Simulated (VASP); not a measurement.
A cell of AgSb (relaxed from the rocksalt structure, space group Fm-3m) near equilibrium:

```
CELL_PARAMETERS angstrom
      0.00000     2.86636     2.86636
      2.86636     0.00000     2.86636
      2.86636     2.86636     0.00000
ATOMIC_POSITIONS crystal
  Sb 0.00000 0.00000 0.00000
  Ag 0.50000 0.50000 0.50000
```

Computed with r2SCAN meta-GGA, VASP's PBE PAW potentials (set 64) (plane waves; VASP).

```csv
run,ΔE (meV/atom),σxx,σyy,σzz,"largest shear component, with its sign (GPa)",largest force (eV/Å)
as it is,0.0,0.20,0.20,0.20,0.00,0.000
after one change,0.5,0.20,0.26,0.20,0.00,0.087
```
Stress is in GPa, positive when the cell is compressed.

### Question
Which change was made?
(A) isotropic strain of +3.0 %
(B) atom 1 (Sb) moved by -0.025 Å along y
(C) atom 2 (Ag) moved by 0.075 Å along z
(D) isotropic strain of -1.0 %

### Answer
B, atom 1 (Sb) moved by -0.025 Å along y

The structure was generated: AgSb was put into the rocksalt type (Fm-3m), which need not be its known phase.
